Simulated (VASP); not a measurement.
Input:

```xyz
6
Lattice="4.1902 0.0000 0.0000 0.0000 4.1902 0.0000 0.0000 0.0000 4.1902" Properties=species:S:1:pos:R:3 pbc="T T T"
Cu     3.1426     1.0475     3.1426
Cu     1.0475     3.1426     3.1426
Cu     3.1426     3.1426     1.0475
Cu     1.0475     1.0475     1.0475
O      0.0000     0.0000     0.0000
O      2.0951     2.0951     2.0951
```

All values below come from TPSS meta-GGA, VASP's PBE PAW potentials (set 64) (plane waves; VASP 6.6.1). Settings: 520 eV cut-off, 5×5×5 Γ-centred mesh, Gaussian smearing of 0.050 eV, potentials Cu O.

### Question
Give the stress tensor in GPa (positive for a compressed cell).

### Answer

```
9.10  0.00  0.00
0.00  9.10  0.00
0.00  0.00  9.10
```
The pressure is its mean diagonal, 9.10 GPa.

The compound is Cu2O in the cuprite structure. This cell is one point of a volume scan, at 0.94 of the reference volume.
